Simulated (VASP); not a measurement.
```yaml
crystal:
  lattice:
    - [0.00000, 3.00484, 3.00484]
    - [3.00484, 0.00000, 3.00484]
    - [3.00484, 3.00484, 0.00000]
  atoms:
    - { symbol: Re, position: [0.00000, 0.00000, 0.00000] }
    - { symbol: Se, position: [0.25000, 0.25000, 0.25000] }
    - { symbol: Se, position: [0.75000, 0.75000, 0.75000] }
```

Computed with PBEsol GGA with spin-orbit coupling, VASP's PBE PAW potentials (set 64) (plane waves; VASP). Run with 400 eV cut-off, 8×8×8 Γ-centred mesh, Gaussian smearing of 0.050 eV, potentials Re Se.

Question: Give the energies of bands 11 to 24 at the high-symmetry points, in eV from the Fermi level.

Answer: 
```
band      Γ      X      U      L      W
----  -----  -----  -----  -----  -----
11    -1.31  -2.86  -3.39  -3.38  -3.95
12    -1.31  -2.86  -3.39  -3.38  -3.95
13    -1.31  -2.52  -2.47  -3.12  -2.60
14    -1.31  -2.52  -2.47  -3.12  -2.60
15    -0.75  -1.56  -0.73  -2.89  -0.73
16    -0.75  -1.56  -0.73  -2.89  -0.73
17    -0.02  -0.43  -0.24  -1.08   0.05
18    -0.02  -0.43  -0.24  -1.08   0.05
19    -0.02   1.43   0.66  -0.73   1.25
20    -0.02   1.43   0.66  -0.73   1.25
21     3.69   1.74   1.58   1.35   1.72
22     3.69   1.74   1.58   1.35   1.72
23     4.13   3.69   3.31   3.82   1.94
24     4.14   3.72   3.31   3.82   1.94
```

It has no gap at this level: it comes out as a metal or semimetal.

The structure was generated: ReSe2 was put into the fluorite type (Fm-3m), which need not be its known phase. It was relaxed first, which changed the volume by -15 %.
